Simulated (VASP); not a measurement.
Given:

```yaml
crystal:
  lattice:
    - [1.55665, -2.69620, 0.00000]
    - [1.55665, 2.69620, 0.00000]
    - [0.00000, 0.00000, 4.98373]
  atoms:
    - { symbol: Al, position: [0.66667, 0.33333, 0.50002] }
    - { symbol: Al, position: [0.33333, 0.66667, 0.00002] }
    - { symbol: N, position: [0.66667, 0.33333, 0.88699] }
    - { symbol: N, position: [0.33333, 0.66667, 0.38198] }
```

All values below come from PBEsol GGA, VASP's PBE PAW potentials (set 64) (plane waves; VASP). Settings: 600 eV cut-off, 8×8×4 Γ-centred mesh, Gaussian smearing of 0.050 eV, potentials Al N.

Q: Predict the energy per atom (σ→0), largest force.

A: 
```
Property                        Value
---------------------  --------------
energy per atom (σ→0)  -7.827 eV/atom
largest force              0.465 eV/Å
```

Only differences to runs with the same potentials and settings are physical.

The compound is AlN in the wurtzite structure. This cell was strained or had an atom moved on purpose.
